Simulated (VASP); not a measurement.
Here is the system:

```
PbI2
1.0
    2.26938    -3.93069     0.00000
    2.26938     3.93069     0.00000
    0.00000     0.00000     7.03208
Pb I
1 2
Direct
  0.00000   0.00000   0.00000
  0.33333   0.66667   0.26557
  0.66667   0.33333   0.73443
```

Computed with PBEsol GGA, VASP's PBE PAW potentials (set 64) (plane waves; VASP). Settings: 480 eV cut-off, 6×6×4 Γ-centred mesh, Gaussian smearing of 0.050 eV, potentials Pb_d I.

Without a dispersion term in the relaxation, distances and binding between the weakly bound layers, chains or molecules are unreliable, and so is what depends on them. Unless said otherwise, spin-orbit coupling is left out, though it shifts the bands of the heavy elements here.

### Question
Estimate the energy per atom (σ→0), band gap (on the k-mesh) with the smallest direct gap where there is one.

### Answer

```json
{
  "band gap (on the k-mesh)": "2.13 eV",
  "smallest direct gap (on the k-mesh)": "2.13 eV",
  "energy per atom (σ→0)": "-3.112 eV/atom"
}
```

The compound is PbI2 in the 1T layered structure. It was relaxed first.
